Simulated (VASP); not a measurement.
The input files of a VASP run:

INCAR:
```
AGGAC = 0.0
ALGO = Normal
EDIFF = 1E-6
EDIFFG = -0.01
ENCUT = 520
GGA = ML
IBRION = 2
ISIF = 3
ISMEAR = 0
LASPH = T
LCHARG = F
LREAL = F
LUSE_VDW = T
LWAVE = F
NELM = 100
NSW = 60
PREC = Accurate
SIGMA = 0.05
SYSTEM = BeS
ZAB_VDW = -1.8867
```

KPOINTS:
```
Automatic mesh
0
Gamma
8 8 8
0 0 0
```

**POSCAR**
```
BeS
1
   -0.0000000000     2.4673351046     2.4673351046
    2.4673351046    -0.0000000000     2.4673351046
    2.4673351046     2.4673351046     0.0000000000
Be S
1 1
Direct
  0.0000000000   0.0000000000   0.0000000000
  0.2500000000   0.2500000000   0.2500000000
```

POTCAR, in this order: Be S (PBE.64 set). Program: vasp_std.

**Question.** Write an equivalent input for Quantum ESPRESSO's pw.x.

**Answer.** One equivalent input (not run):
```
&CONTROL
  calculation = 'vc-relax'
  pseudo_dir = './pseudo'
  outdir = './out'
  tprnfor = .true.
  tstress = .true.
  nstep = 60
  forc_conv_thr = 0.00039
/
&SYSTEM
  ibrav = 0
  nat = 2
  ntyp = 2
  ecutwfc = 88
  occupations = 'smearing'
  smearing = 'gaussian'
  degauss = 0.003675
  input_dft = 'vdw-df2'
/
&ELECTRONS
  conv_thr = 7.3e-08
  electron_maxstep = 100
/
&IONS
/
&CELL
/
ATOMIC_SPECIES
  Be 9.012 Be.upf
  S 32.060 S.upf
CELL_PARAMETERS angstrom
    -0.0000000    2.4673351    2.4673351
     2.4673351   -0.0000000    2.4673351
     2.4673351    2.4673351    0.0000000
ATOMIC_POSITIONS crystal
  Be   0.0000000  0.0000000  0.0000000
  S    0.2500000  0.2500000  0.2500000
K_POINTS automatic
  8 8 8 0 0 0
```
The two are equivalent in intent, not identical: the potentials are each code's own (VASP's PAW set, PseudoDojo norm-conserving files in pw.x), so ENCUT and ecutwfc are chosen apart and not converted; conv_thr bounds pw.x's estimated SCF error, while EDIFF bounds the energy change between steps; forc_conv_thr acts on force components and is met together with etot_conv_thr.

The compound is BeS in the zinc blende structure. It was relaxed first. The start is the result of an earlier pass.
